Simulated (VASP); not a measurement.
A run of VASP 6.6.1 is set up as follows.

The input INCAR:

```
ALGO = Normal
EDIFF = 1E-6
ENCUT = 450
GGA = PS
ISIF = 2
ISMEAR = 0
ISPIN = 2
LASPH = T
LCHARG = F
LDAU = T
LDAUJ = 0 0
LDAUL = 2 -1
LDAUPRINT = 1
LDAUTYPE = 2
LDAUU = 4 0
LMAXMIX = 4
LORBIT = 11
LREAL = F
LWAVE = F
MAGMOM = 3 3 0 0
NBANDS = 27
NELM = 150
PREC = Accurate
SIGMA = 0.05
```

The input KPOINTS:

```
k-points
0
Gamma
  13 13 7
```

File POSCAR:

```
CoO
1.0
    0.0000000000      2.1315016600      2.1315016600
    2.1315016600      0.0000000000      2.1315016600
    4.2630033200      4.2630033200      0.0000000000
Co O
2 2
Direct
    0.0000000000      0.0000000000      0.0000000000
    0.0000000000      0.0000000000      0.5000000000
    0.5000000000      0.5000000000      0.2500000000
    0.5000000000      0.5000000000      0.7500000000
```

Potentials or basis: VASP PAW PBE potentials, release 64 (Co, O).

Launch:

```console
$ cat potpaw_PBE.64/Co/POTCAR potpaw_PBE.64/O/POTCAR > POTCAR
$ mpirun -np 1 vasp_std > vasp.out
```

**Question.** Estimate the site moments.

**Answer.** Co +2.75; O +0.25 μB.

**Question.** What does it give for the band gap on the k mesh?

**Answer.** None (metal or under the smearing width).

**Question.** Estimate the net moment.

**Answer.** 6.00 μB per cell.

Eigenvalues of the final occupation matrices:
| site | spin | trace | eigenvalues |
| --- | --- | --- | --- |
| site 1 d | 1 | 4.94 | 0.97 0.97 0.97 1.01 1.01 |
| site 1 d | 2 | 2.23 | 0.13 0.13 0.65 0.65 0.65 |
| site 2 d | 1 | 4.94 | 0.97 0.97 0.97 1.01 1.01 |
| site 2 d | 2 | 2.23 | 0.13 0.13 0.65 0.65 0.65 |

 The state reached can hang on the start; a lower one may exist.
